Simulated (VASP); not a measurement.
# InHAu2 in VASP: further runs, part 2 of 2

VASP 6.6.1. The steps go on from the part before.

**3. Single point, PBE**

INCAR

```
SYSTEM = InHAu2
PREC = Accurate
ENCUT = 520
EDIFF = 1E-7
ISMEAR = 1
SIGMA = 0.15
LREAL = .FALSE.
LASPH = .TRUE.
NELM = 100
ALGO = Normal
ISIF = 2
LWAVE = .FALSE.
LCHARG = .FALSE.
GGA = PE
NBANDS = 26
```

KPOINTS

```
Automatic mesh
0
G
  4 4 4
  0 0 0
```

POSCAR

```
InHAu2
1.0
    3.9405580000      0.4320560000      0.2768380000
    0.3179740000      4.2338340000     -0.1556330000
   -0.3198880000     -0.2079110000      4.2222110000
Au In H
2 1 1
Direct
    0.1970176321      0.4023283629      0.1410755177
    0.1329728699      0.8870898010      0.6871867615
    0.6967485673      0.4305148986      0.6284564758
    0.1794415730      0.8777177572      0.1875229830
```

Potentials or basis: VASP PAW PBE potentials, release 64 (Au, In_d, H).

Launch:

```sh
> cat potpaw_PBE.64/Au/POTCAR potpaw_PBE.64/In_d/POTCAR potpaw_PBE.64/H/POTCAR > POTCAR
> mpirun -np 1 vasp_std > vasp.out
```

OUTCAR:

```text
SYSTEM = InHAu2
   PREC = Accurate
   ENCUT = 520
   EDIFF = 1E-7
   ISMEAR = 1
   LREAL = .FALSE.
   LASPH = .TRUE.
   NELM = 100
   ISIF = 2
   GGA = PE

 ion  position               nearest neighbor table
   1  0.197  0.402  0.141-   4 2.00   2 2.83   3 2.86   3 2.86   2 2.92   3 2.93   2 2.94   3 2.98
                             2 3.37
   2  0.133  0.887  0.687-   4 2.12   4 2.13   3 2.66   3 2.68   3 2.82   1 2.83   1 2.92   1 2.94
                             1 3.37   3 3.52
   3  0.697  0.431  0.628-   2 2.66   2 2.68   2 2.82   1 2.86   1 2.86   1 2.93   1 2.98   2 3.52

   4  0.179  0.878  0.188-   1 2.00   2 2.12   2 2.13

  LATTYP: Found a triclinic cell.
 ALAT       =     4.2486091177
 B/A-ratio  =     1.4871343415
 C/A-ratio  =     1.5402176870
 COS(alpha) =     0.0106125884
 COS(beta)  =     0.4809882661
 COS(gamma) =     0.7856508485

  Lattice vectors:

 A1 = (  -0.3179740000,  -4.2338340000,   0.1556330000)
 A2 = (  -4.2585320000,  -4.6658900000,  -0.1212050000)
 A3 = (   3.9424720000,  -3.5938670000,  -3.7897400000)

Analysis of symmetry for initial positions (statically):
=====================================================================
 Subroutine PRICEL returns:
 Original cell was already a primitive cell.

 Routine SETGRP: Setting up the symmetry group for a
 triclinic supercell.

 Subroutine GETGRP returns: Found  1 space group operations
 (whereof  1 operations were pure point group operations)
 out of a pool of  2 trial point group operations.

The static configuration has the point symmetry C_1 .

Analysis of symmetry for dynamics (positions and initial velocities):
=====================================================================
 Subroutine PRICEL returns:
 Original cell was already a primitive cell.

 Routine SETGRP: Setting up the symmetry group for a
 triclinic supercell.

 Subroutine GETGRP returns: Found  1 space group operations
 (whereof  1 operations were pure point group operations)
 out of a pool of  2 trial point group operations.

The dynamic configuration has the point symmetry C_1 .

 Subroutine INISYM returns: Found  1 space group operations
 (whereof  1 operations are pure point group operations),
 and found     1 'primitive' translations

----------------------------------------------------------------------------------------

                                     Primitive cell

  volume of cell :      70.1125

  direct lattice vectors                    reciprocal lattice vectors
     3.940558000  0.432056000  0.276838000     0.254501990 -0.018438471  0.018373921
     0.317974000  4.233834000 -0.155633000    -0.026839551  0.238565353  0.009714036
    -0.319888000 -0.207911000  4.222211000    -0.017676270  0.010002606  0.235996075

  length of vectors
     3.973828005  4.248609118  4.239412818     0.255829711  0.240266835  0.236868424

  position of ions in fractional coordinates (direct lattice)
     0.197017632  0.402328363  0.141075518
     0.132972870  0.887089801  0.687186762
     0.696748567  0.430514899  0.628456476
     0.179441573  0.877717757  0.187522983

  ion indices of the primitive-cell ions
   primitive index   ion index
                 1           1
                 2           2
[... 28 lines left out ...]

 Following reciprocal coordinates:
            Coordinates               Weight
  0.000000  0.000000  0.000000      1.000000
  0.250000 -0.000000  0.000000      2.000000
  0.500000 -0.000000  0.000000      1.000000
  0.000000  0.250000  0.000000      2.000000
  0.250000  0.250000  0.000000      2.000000
  0.500000  0.250000 -0.000000      2.000000
[... 16 lines left out ...]
 -0.000000 -0.250000  0.250000      2.000000
  0.250000 -0.250000  0.250000      2.000000
 [... further k-points ...]
   k-points           NKPTS =     36   k-points in BZ     NKDIM =     36   number of bands    NBANDS=     26
   number of dos      NEDOS =    301   number of ions     NIONS =      4
   total plane-waves  NPLWV =  30720
   dimension x,y,z NGX =    30 NGY =   32 NGZ =   32
   dimension x,y,z NGXF=    60 NGYF=   64 NGZF=   64
   ions per type =               2   1   1
   NGX,Y,Z   is equivalent  to a cutoff of  12.55, 12.52, 12.55 a.u.
   NGXF,Y,Z  is equivalent  to a cutoff of  25.10, 25.04, 25.10 a.u.
 SYSTEM =  InHAu2
   PREC   = accura    normal or accurate (medium, high low for compatibility)
   ISTART =      0    job   : 0-new  1-cont  2-samecut
   ICHARG =      2    charge: 1-file 2-atom 10-const
   ISPIN  =      1    spin polarized calculation?
   LNONCOLLINEAR =      F non collinear calculations
   LSORBIT =      F    spin-orbit coupling
   LASPH  =      T    aspherical Exc in radial PAW
   ENCUT  =  520.0 eV  38.22 Ry    6.18 a.u.   7.39  7.90  7.88*2*pi/ulx,y,z
   NELM   =    100;   NELMIN=  2; NELMDL= -5     # of ELM steps
   EDIFF  = 0.1E-06   stopping-criterion for ELM
   LREAL  =      F    real-space projection
   EDIFFG = 0.1E-05   stopping-criterion for IOM
   NSW    =      0    number of steps for IOM
   IBRION =     -1    ionic relax: 0-MD 1-quasi-New 2-CG
   NFREE  =      0    steps in history (QN), initial steepest desc. (CG)
   ISIF   =      2    stress and relaxation
   ISYM   =      2    0-nonsym 1-usesym 2-fastsym
   POTIM  = 0.5000    time-step for ionic-motion
   TEBEG  =    0.0;   TEEND  =   0.0 temperature during run
   PSTRESS=    0.0 pullay stress
   NELECT =      36.0000    total number of electrons
   NUPDOWN=      -1.0000    fix difference up-down
   EMIN   =  10.00;   EMAX   =-10.00  energy-range for DOS
   EFERMI =   0.00;   METHOD = LEGACY
   ISMEAR =     1;   SIGMA  =   0.15  broadening in eV -4-tet -1-fermi 0-gaus
   EFERMI_NEDOS =   21; number of points for ismear=-14 and -15
   IALGO  =     38    algorithm
   IMIX   =      4    mixing-type and parameters
     AMIX     =   0.40;   BMIX     =  1.00
     AMIX_MAG =   1.60;   BMIX_MAG =  1.00
  volume/ion in A,a.u.               =      17.53       118.29
  Fermi-wavevector in a.u.,A,eV,Ry     =   1.310923  2.477285 23.381861  1.718518
  Thomas-Fermi vector in A             =   2.441420
   LORBIT       =      0    0 simple, 1 ext, 2 COOP (PROOUT), +10 PAW based schemes
   GGA     = PE    functional components
   LHFCALC =     F    Hartree Fock is set to
   AEXX    =    0.0000 exact exchange contribution
   IVDW    =     0    specifies the selected vdW correction
   LEPSILON=     F    determine dielectric tensor
   LRPA    =     F    only Hartree local field effects (RPA)
 non-spin polarized calculation
 Methfessel and Paxton  Order N= 1 SIGMA  =   0.15
  energy-cutoff  :      520.00
  volume of cell :       70.11
 maximum number of plane-waves:      1906
 NGX is ok and might be reduce to    30
   NGX = 15   NGY = 15   NGZ = 15

 number of electron      36.0000004 magnetization

 Free energy of the ion-electron system (eV)
  ---------------------------------------------------
  ext. energy  EPLUGINS =         0.00000000
  ---------------------------------------------------
  free energy    TOTEN  =       -11.71977569 eV

  energy without entropy =      -11.71902823  energy(sigma->0) =      -11.71952654

 E-fermi :   7.0748     XC(G=0): -10.9008

 val. band max:        6.9784719706   @ k =  -0.2500   0.2500   0.2500
 cond. band min:       7.0748440589   @ k =   0.2500  -0.2500   0.2500
 fundamental gap:      0.0963720883
 Fermi energy:         7.0747833731

 k-point     1 :       0.0000    0.0000    0.0000
  band No.  band energies     occupation
      1      -7.6382      2.00000
      2      -7.5648      2.00000
      3      -7.5466      2.00000
      4      -7.5172      2.00000
      5      -7.4418      2.00000
      6      -2.7385      2.00000
[... 685 lines left out ...]
     25      16.5915      0.00000
     26      17.5049      0.00000

 [... further k-points ...]

------------------------ aborting loop because EDIFF is reached ----------------------------------------

  FORCE on cell =-STRESS in cart. coord.  units (eV):
  Direction    XX          YY          ZZ          XY          YZ          ZX
  --------------------------------------------------------------------------------------
  -------------------------------------------------------------------------------------
  Total        3.0115483      1.2063441     -0.0721244     -2.0212477     -1.0584201      0.3867282
  in kB       68.8184152     27.5667804     -1.6481511    -46.1885562    -24.1864931      8.8373213
  external PRESSURE =      31.5790148 kB  Pullay stress =       0.0000000 kB

 VOLUME and BASIS-vectors are now :
 -----------------------------------------------------------------------------
  energy-cutoff  :      520.00
  volume of cell :       70.11
      direct lattice vectors                 reciprocal lattice vectors
     3.940558000  0.432056000  0.276838000     0.254501990 -0.018438471  0.018373921
     0.317974000  4.233834000 -0.155633000    -0.026839551  0.238565353  0.009714036
    -0.319888000 -0.207911000  4.222211000    -0.017676270  0.010002606  0.235996075

 POSITION                                       TOTAL-FORCE (eV/Angst)
 -----------------------------------------------------------------------------------
      0.85916      1.75918      0.58758         0.134416      0.116802      0.097760
      0.58624      3.67037      2.80020         0.129497      0.172271     -0.028144
      2.68144      1.99310      2.77936        -0.195710     -0.144393     -0.014712
      0.92621      3.75465      0.70484        -0.068203     -0.144681     -0.054904
 -----------------------------------------------------------------------------------
    total drift:                                0.000106     -0.000163     -0.000518

  FREE ENERGIE OF THE ION-ELECTRON SYSTEM (eV)
  ---------------------------------------------------
  free  energy   TOTEN  =       -11.7197756906 eV

  energy  without entropy=      -11.7190282311  energy(sigma->0) =      -11.71952654
```

stdout:

```text
POSCAR found type information on POSCAR AuInH
 POSCAR found :  3 types and       4 ions
 scaLAPACK will be used
 LDA part: xc-table for (Slater+PW92), standard interpolation
 POSCAR, INCAR and KPOINTS ok, starting setup
 FFT: planning ... GRIDC
 FFT: planning ... GRID_SOFT
 FFT: planning ... GRID
 WAVECAR not read
 entering main loop
```

Run time: 45 s. Hardware: 1 thread of Intel Xeon Platinum 8375C at 2.90GHz (Ice Lake), shared host; peak memory 0.22 GiB.

What came out:

* Free energy: -11.7198 eV
* Pressure: 3.2 GPa
* Largest force: 0.244 eV/Å
* Band gap on the k mesh: none (metal or under the smearing width)

Forces in eV/Å, atoms in the order of the input:
```
Au   0.134  0.117  0.098
Au   0.129  0.172 -0.028
In  -0.196 -0.144 -0.015
H   -0.068 -0.145 -0.055
```

Stress tensor (GPa, compression positive):
```
 6.88 -4.62  0.88
-4.62  2.76 -2.42
 0.88 -2.42 -0.16
```

Caveat: the k mesh is coarse (spacing up to 0.40 Å⁻¹), so the values aren't converged. Spin-orbit coupling is left out, which matters for the levels of Au.
